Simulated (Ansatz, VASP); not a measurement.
**Pb (Lead) in two plane-wave programs**

Wanted: the spread between two codes on one cell, functional and k mesh. The cell is taken from a series of runs on this material, whose earlier steps may have relaxed, scaled, displaced or heated it; both programs get it as it stands.

Calculated with Ansatz 0.2.0; plane waves, with VASP 6.6.1 beside it; elastic constants at PBE.

### Step 1. Starting point

It takes space group Fm-3m (No. 225, cubic). Conventional cell: a = 5.043 Å, b = 5.043 Å, c = 5.043 Å, α = 90.00°, β = 90.00°, γ = 90.00°. Nearest to Pb lie 12 Pb at 3.57 Å.

Structure file:

```
Pb
1.0
     0.00000    2.52144    2.52144
     2.52144    0.00000    2.52144
     2.52144    2.52144    0.00000
Pb
1
Direct
  0.00000 0.00000 0.00000
```

### Step 2. VASP: elastic constants, PBE

Elastic constants are differences of stresses under small strains, so they test the stress and the mesh.

Lines of VASP's logs that name or quote its potential files are left out, and so is its time.

INCAR

```
SYSTEM = Pb
PREC = Accurate
ENCUT = 500
EDIFF = 1E-08
NELM = 120
ISMEAR = -1
SIGMA = 0.15
LREAL = .FALSE.
ALGO = Normal
GGA = PE
NBANDS = 13
LORBIT = 11
LWAVE = .FALSE.
LCHARG = .FALSE.
ISIF = 3
IBRION = 6
NFREE = 2
POTIM = 0.015
NSW = 1
LASPH = .TRUE.
GGA_COMPAT = .FALSE.
KPAR = 2
```

POSCAR

```
Pb
1.0
    0.0000000000      2.5214372834      2.5214372834
    2.5214372834      0.0000000000      2.5214372834
    2.5214372834      2.5214372834      0.0000000000
Pb
1
Direct
    0.0000000000      0.0000000000      0.0000000000
```

KPOINTS

```
Automatic mesh
0
Gamma
18 18 18
0 0 0
```

Potentials, in the order of the species: Pb_d (PBE family, release 64).

Command:

```
mpirun -np 2 vasp_std
```

Numbers of over 12 decimals in the logs are rounded to 6 here.

Output:

```text
[banner, memory and clock lines left out]
running    2 mpi-ranks, on    1 nodes
 distrk:  each k-point on    1 cores,    2 groups
 distr:  one band on    1 cores,    1 groups

 POSCAR found type information on POSCAR Pb
 POSCAR found :  1 types and       1 ions
 LDA part: xc-table for (Slater+PW92), standard interpolation
 POSCAR, INCAR and KPOINTS ok, starting setup
 FFT: planning ... GRIDC
 FFT: planning ... GRID_SOFT
 FFT: planning ... GRID
 WAVECAR not read
 entering main loop
       N       E                     dE             d eps       ncg     rms          rms(c)
DAV:   1     0.106976086211E+03    0.10698E+03   -0.69920E+03  5123   0.120E+03
DAV:   2     0.167125446386E+01   -0.10530E+03   -0.10179E+03  5305   0.304E+02
DAV:   3    -0.346759388490E+01   -0.51388E+01   -0.51205E+01  6236   0.732E+01
DAV:   4    -0.358768151918E+01   -0.12009E+00   -0.12006E+00  6317   0.122E+01
DAV:   5    -0.359296696333E+01   -0.52854E-02   -0.52853E-02  6989   0.236E+00    0.479E-01
DAV:   6    -0.358507126421E+01    0.78957E-02   -0.12180E-02  6539   0.187E+00    0.246E-01
DAV:   7    -0.358339846605E+01    0.16728E-02   -0.54275E-03  6585   0.117E+00    0.897E-02
DAV:   8    -0.358340657538E+01   -0.81093E-05   -0.42838E-04  6466   0.331E-01    0.107E-02
DAV:   9    -0.358340413027E+01    0.24451E-05   -0.12752E-05  6692   0.611E-02    0.481E-03
DAV:  10    -0.358340366733E+01    0.46294E-06   -0.14304E-06  6065   0.126E-02    0.366E-04
DAV:  11    -0.358340369311E+01   -0.25781E-07   -0.69193E-08  7542   0.338E-03    0.117E-04
DAV:  12    -0.358340369922E+01   -0.61143E-08   -0.29794E-09  4165   0.987E-04
   1 F= -.35834037E+01 E0= -.35629262E+01  d E =-.409550E-01
[... from here on, the cycles between the ionic steps are left out ...]
   2 F= -.35822673E+01 E0= -.35616427E+01  d E =-.412491E-01
   3 F= -.35825214E+01 E0= -.35622851E+01  d E =-.404726E-01
   7 F= -.35825214E+01 E0= -.35622851E+01  d E =-.404726E-01
   8 F= -.35830758E+01 E0= -.35626442E+01  d E =-.408631E-01
   9 F= -.35830757E+01 E0= -.35626442E+01  d E =-.408631E-01
  10 F= -.35830758E+01 E0= -.35626442E+01  d E =-.408631E-01
  11 F= -.35830757E+01 E0= -.35626442E+01  d E =-.408631E-01
  12 F= -.35830758E+01 E0= -.35626442E+01  d E =-.408631E-01
  13 F= -.35830757E+01 E0= -.35626442E+01  d E =-.408631E-01
  14 F= -.35834021E+01 E0= -.35629246E+01  d E =-.409550E-01
 Finite differences progress:
  Degree of freedom:   7/  7
  Displacement:        1/  2
  Total:              13/ 14
 bond charge predicted
       N       E                     dE             d eps       ncg     rms          rms(c)
DAV:   1    -0.356893776054E+01    0.14464E-01   -0.61962E+00  6060   0.165E+01    0.671E-02
DAV:   2    -0.358337603129E+01   -0.14438E-01   -0.14613E-01  6577   0.387E+00    0.429E-02
DAV:   3    -0.358341761778E+01   -0.41586E-04   -0.86041E-04  6923   0.278E-01    0.263E-02
DAV:   4    -0.358340801971E+01    0.95981E-05   -0.21762E-04  6575   0.254E-01    0.115E-02
DAV:   5    -0.358340268382E+01    0.53359E-05   -0.15149E-05  6655   0.648E-02    0.338E-03
DAV:   6    -0.358340209110E+01    0.59272E-06   -0.16159E-06  6760   0.207E-02    0.534E-04
DAV:   7    -0.358340205890E+01    0.32202E-07   -0.64780E-08  6691   0.360E-03    0.608E-05
DAV:   8    -0.358340206131E+01   -0.24072E-08   -0.22681E-09  3895   0.492E-04
  15 F= -.35834021E+01 E0= -.35629246E+01  d E =-.409550E-01
 Finite differences progress:
  Degree of freedom:   7/  7
  Displacement:        2/  2
  Total:              14/ 14
```

OUTCAR, selected parts (step 2):

```text
ion  position               nearest neighbor table
   1  0.000  0.000  0.000-

  LATTYP: Found a face centered cubic cell.
 ALAT       =     5.0428745668

 Subroutine GETGRP returns: Found 48 space group operations
 (whereof 48 operations were pure point group operations)

The static configuration has the point symmetry O_h .

 Found    195 irreducible k-points:

   k-points           NKPTS =    195   k-points in BZ     NKDIM =    195   number of bands    NBANDS=     13

   dimension x,y,z NGX =    28 NGY =   28 NGZ =   28
   dimension x,y,z NGXF=    56 NGYF=   56 NGZF=   56

   ENCUT  =  500.0 eV  36.75 Ry    6.06 a.u.   6.50  6.50  6.50*2*pi/ulx,y,z

   NELECT =      14.0000    total number of electrons

 k-points in reciprocal lattice and weights: Automatic mesh
   0.00000000  0.00000000  0.00000000       0.000
   0.05555556  0.00000000  0.00000000       0.001
   0.11111111  0.00000000  0.00000000       0.001
   0.16666667  0.00000000  0.00000000       0.001
   0.22222222  0.00000000  0.00000000       0.001
   0.27777778  0.00000000  0.00000000       0.001
   0.33333333  0.00000000  0.00000000       0.001
   0.38888889  0.00000000  0.00000000       0.001
   0.44444444  0.00000000  0.00000000       0.001
[...]
-0.27777778  0.44444444  0.22222222       0.004
  -0.27777778  0.50000000  0.22222222       0.002

 average (electrostatic) potential at core
       1 -90.8400

 E-fermi :   6.7030

 k-point     1 :       0.0000    0.0000    0.0000
  band No.  band energies     occupation
    ...
      2     -10.3626      2.00000
      3     -10.3626      2.00000
      4     -10.2451      2.00000
      5     -10.2451      2.00000
      6      -4.7150      2.00000
      7      13.6582      0.00000
      8      13.6582      0.00000
      9      13.6582      0.00000
     10      16.3964      0.00000
     11      17.3098      0.00000
    ...

 k-point     2 :       0.0556    0.0000    0.0000
  band No.  band energies     occupation
    ...
      2     -10.3587      2.00000
      3     -10.3587      2.00000
      4     -10.2454      2.00000
      5     -10.2454      2.00000
      6      -4.6590      2.00000
      7      12.9167      0.00000
      8      13.5869      0.00000
      9      13.5869      0.00000
     10      16.2017      0.00000
     11      17.7075      0.00000
    ...

 k-point     3 :       0.1111    0.0000    0.0000
  band No.  band energies     occupation
    ...
      2     -10.3486      2.00000
      3     -10.3486      2.00000
      4     -10.2450      2.00000
      5     -10.2450      2.00000
      6      -4.4911      2.00000
      7      11.4119      0.00000
      8      13.3944      0.00000
      9      13.3944      0.00000
     10      15.9056      0.00000
     11      18.4050      0.00000
    ...

  Total       -0.0099468     -0.0099468     -0.0099468      0.0000000     -0.0000000      0.0000000
  in kB       -0.4970703     -0.4970703     -0.4970703      0.0000000     -0.0000000      0.0000000
  external PRESSURE =      -0.4970703 kB  Pullay stress =       0.0000000 kB

  energy-cutoff  :      500.00
  volume of cell :       32.06
      direct lattice vectors                 reciprocal lattice vectors
     0.000000000  2.521437283  2.521437283    -0.198299598  0.198299598  0.198299598
     2.521437283  0.000000000  2.521437283     0.198299598 -0.198299598  0.198299598
     2.521437283  2.521437283  0.000000000     0.198299598  0.198299598 -0.198299598

 POSITION                                       TOTAL-FORCE (eV/Angst)
 -----------------------------------------------------------------------------------
     -0.01500      0.00000      0.00000        -0.000000      0.000000     -0.000000
 -----------------------------------------------------------------------------------
    total drift:                               -0.000054     -0.000000     -0.000000

  FREE ENERGIE OF THE ION-ELECTRON SYSTEM (eV)
  ---------------------------------------------------
  free  energy   TOTEN  =        -3.5834020613 eV

  energy  without entropy=       -3.5424470946  energy(sigma->0) =       -3.56292458

  SYMMETRIZED ELASTIC MODULI (kBar)
 Direction    XX          YY          ZZ          XY          YZ          ZX
 --------------------------------------------------------------------------------
 XX         449.4150    359.1716    359.1716     -0.0000      0.0000     -0.0000
 YY         359.1716    449.4150    359.1716     -0.0000     -0.0000     -0.0000
 ZZ         359.1716    359.1716    449.4150      0.0000     -0.0000      0.0000
 XY          -0.0000     -0.0000      0.0000    148.9791      0.0000      0.0000
 YZ           0.0000     -0.0000     -0.0000      0.0000    148.9791      0.0000
 ZX          -0.0000     -0.0000      0.0000      0.0000      0.0000    148.9791
 --------------------------------------------------------------------------------

 Eigenvectors and eigenvalues of the dynamical matrix
 ----------------------------------------------------

   1 f/i=    0.000000 THz     0.000000 2PiTHz    0.000000 cm-1     0.000000 meV
             X         Y         Z           dx          dy          dz
      0.000000  0.000000  0.000000    -0.847064    0.531491    0.000000

   2 f/i=    0.000000 THz     0.000000 2PiTHz    0.000000 cm-1     0.000000 meV
             X         Y         Z           dx          dy          dz
      0.000000  0.000000  0.000000     0.000000    0.000000    1.000000

   3 f/i=    0.000000 THz     0.000000 2PiTHz    0.000000 cm-1     0.000000 meV
             X         Y         Z           dx          dy          dz
      0.000000  0.000000  0.000000    -0.531491   -0.847064    0.000000

 ELASTIC MODULI CONTR FROM IONIC RELAXATION (kBar)
 Direction    XX          YY          ZZ          XY          YZ          ZX
 --------------------------------------------------------------------------------
 XX           0.0000      0.0000      0.0000      0.0000      0.0000      0.0000
 YY           0.0000      0.0000      0.0000      0.0000      0.0000      0.0000
 ZZ           0.0000      0.0000      0.0000      0.0000      0.0000      0.0000
 XY           0.0000      0.0000      0.0000      0.0000      0.0000      0.0000
 YZ           0.0000      0.0000      0.0000      0.0000      0.0000      0.0000
 ZX           0.0000      0.0000      0.0000      0.0000      0.0000      0.0000
 --------------------------------------------------------------------------------

 TOTAL ELASTIC MODULI (kBar)
 Direction    XX          YY          ZZ          XY          YZ          ZX
 --------------------------------------------------------------------------------
 XX         449.4150    359.1716    359.1716     -0.0000      0.0000     -0.0000
 YY         359.1716    449.4150    359.1716     -0.0000     -0.0000     -0.0000
 ZZ         359.1716    359.1716    449.4150      0.0000     -0.0000      0.0000
 XY          -0.0000     -0.0000      0.0000    148.9791      0.0000      0.0000
 YZ           0.0000     -0.0000     -0.0000      0.0000    148.9791      0.0000
 ZX          -0.0000     -0.0000      0.0000      0.0000      0.0000    148.9791
 --------------------------------------------------------------------------------

 total charge
# of ion       s       p       d       tot
------------------------------------------
    1        1.403   0.721   9.807  11.931

[... 3 further parts left out ...]
```

The last energy, forces, stress and levels in OUTCAR belong to the last displaced cell, not to the cell of POSCAR.

Levels, forces or a CONTCAR printed for this step are those of its last displaced cell, not of the structure at rest.

(Continued in part 2 of 2.)

[Lines on the potential files, build, host, timing and source positions are cut from VASP's logs without a mark.]

[Logs are printed without paths, hosts, clocks, repeated set-up lines and the standing remarks that a program may print on its own settings, such as how far it seeks lower states.]

[Hosts, paths, dates, database ids (printed as entryN), source tags and the programs' standing remarks are cut or masked in the printed files.]
